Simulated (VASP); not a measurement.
All values below come from PBE GGA, VASP's PBE PAW potentials (set 64) (plane waves; VASP 6.6.1).

VASP input:

POSCAR:
```
HfC
1
    0.0000000000     2.3692209411     2.3692209411
    2.3692209411     0.0000000000     2.3692209411
    2.3692209411     2.3692209411     0.0000000000
Hf C
1 1
Direct
  0.0000000000   0.0000000000   0.0000000000
  0.5000000000   0.5000000000   0.5000000000
```

**KPOINTS**
```
Automatic mesh
0
Gamma
14 14 14
0 0 0
```

### INCAR
```
SYSTEM=HfC
PREC=Accurate; ENCUT=520; LREAL=F
LASPH=T
EDIFF=1E-7; NELM=100; ALGO=Normal
LMAXMIX=6
ISMEAR=1; SIGMA=0.1
GGA=PE
ISIF=2
LWAVE=F; LCHARG=F
```

POTCAR, in this order: Hf_pv C (PBE.64 set). Program: vasp_std.

The resulting files:

File OSZICAR:
```
       N       E                     dE             d eps       ncg     rms          rms(c)
DAV:   1     0.235046733278E+02    0.23505E+02   -0.77803E+03  2288   0.120E+03
DAV:   2    -0.223706924298E+02   -0.45875E+02   -0.43187E+02  2950   0.214E+02
DAV:   3    -0.242151290681E+02   -0.18444E+01   -0.18164E+01  2961   0.333E+01
DAV:   4    -0.242322410289E+02   -0.17112E-01   -0.17097E-01  2793   0.338E+00
DAV:   5    -0.242324913548E+02   -0.25033E-03   -0.25030E-03  3100   0.332E-01    0.516E+01
DAV:   6    -0.210864977129E+02    0.31460E+01   -0.21559E+01  2596   0.232E+01    0.377E+01
DAV:   7    -0.210001653671E+02    0.86332E-01   -0.77838E-01  2681   0.643E+00    0.242E+01
DAV:   8    -0.209934511147E+02    0.67143E-02   -0.95695E-02  2579   0.289E+00    0.661E+00
DAV:   9    -0.209840755579E+02    0.93756E-02   -0.45352E-02  2594   0.126E+00    0.179E+00
DAV:  10    -0.209838085997E+02    0.26696E-03   -0.12465E-03  2784   0.293E-01    0.443E-01
DAV:  11    -0.209838020838E+02    0.65159E-05   -0.26680E-04  2668   0.114E-01    0.523E-02
DAV:  12    -0.209837990155E+02    0.30683E-05   -0.14902E-05  2751   0.301E-02    0.769E-02
DAV:  13    -0.209837981292E+02    0.88624E-06   -0.68086E-07  2709   0.878E-03    0.144E-03
DAV:  14    -0.209837981170E+02    0.12228E-07   -0.14682E-08  1453   0.111E-03
   1 F= -.20983798E+02 E0= -.20983693E+02  d E =-.316410E-03
```

**OUTCAR**
```
------------------------ aborting loop because EDIFF is reached ----------------------------------------
  FORCE on cell =-STRESS in cart. coord.  units (eV):
  Direction    XX          YY          ZZ          XY          YZ          ZX
  --------------------------------------------------------------------------------------
  Total       -2.0696824     -2.0696824     -2.0696824      0.0000000      0.0000000      0.0000000
  in kB     -124.6716200   -124.6716200   -124.6716200      0.0000000      0.0000000      0.0000000
  external PRESSURE =    -124.6716200 kB  Pullay stress =       0.0000000 kB
  volume of cell :       26.60
      direct lattice vectors                 reciprocal lattice vectors
     0.000000000  2.369220941  2.369220941    -0.211039836  0.211039836  0.211039836
     2.369220941  0.000000000  2.369220941     0.211039836 -0.211039836  0.211039836
     2.369220941  2.369220941  0.000000000     0.211039836  0.211039836 -0.211039836
 POSITION                                       TOTAL-FORCE (eV/Angst)
 -----------------------------------------------------------------------------------
      0.00000      0.00000      0.00000        -0.000000      0.000000     -0.000000
      2.36922      2.36922      2.36922         0.000000     -0.000000      0.000000
 -----------------------------------------------------------------------------------
    total drift:                                0.000000      0.000000      0.000000
  FREE ENERGIE OF THE ION-ELECTRON SYSTEM (eV)
  ---------------------------------------------------
  free  energy   TOTEN  =       -20.9837981170 eV

  energy  without entropy=      -20.9834817075  energy(sigma->0) =      -20.98369265
```
(Selected blocks of OUTCAR.)

OUTCAR:
```
 val. band max:        5.4496768755   @ k =   0.2143   0.2143   0.0000

 cond. band min:       5.5107857625   @ k =   0.4286   0.3571   0.0000


 Fermi energy:         5.4895442402

 k-point     1 :       0.0000    0.0000    0.0000
  band No.  band energies     occupation
      1     -24.3204      2.00000
      2     -24.3204      2.00000
      3     -24.3204      2.00000
      4      -6.4966      2.00000
      5       6.4966     -0.00000
      6       6.4966     -0.00000
      7       6.4966     -0.00000
      8       6.8949     -0.00000
      9       6.8949     -0.00000
     10       6.8949     -0.00000
     11       8.7401      0.00000

 k-point     2 :       0.0714    0.0000    0.0000
  band No.  band energies     occupation
      1     -24.3488      2.00000
      2     -24.3232      2.00000
      3     -24.3232      2.00000
      4      -6.3791      2.00000
      5       5.6470     -0.04845
      6       5.9124     -0.00000
      7       5.9124     -0.00000
      8       7.1382     -0.00000
      9       7.1382     -0.00000
     10       7.4173     -0.00000
     11       9.3288      0.00000

 k-point     3 :       0.1429    0.0000    0.0000
  band No.  band energies     occupation
      1     -24.4274      2.00000
      2     -24.3312      2.00000
      3     -24.3312      2.00000
      4      -6.0380      2.00000
      5       4.4461      2.00000
      6       5.0439      2.00000
      7       5.0439      2.00000
      8       7.5284      0.00000
      9       7.5284      0.00000
     10       7.8246      0.00000
     11      10.5342      0.00000

 k-point     4 :       0.2143    0.0000    0.0000
  band No.  band energies     occupation
      1     -24.5386      2.00000
      2     -24.3427      2.00000
      3     -24.3427      2.00000
      4      -5.5060      2.00000
      5       3.1987      2.00000
      6       4.2468      2.00000
      7       4.2468      2.00000
      8       8.0930      0.00000
      9       8.0930      0.00000
...
```

Unless said otherwise, spin-orbit coupling is left out, though it shifts the bands of the heavy elements here.

The compound is HfC in the rock salt structure. This cell is one point of a volume scan, at 1.06 of the reference volume.
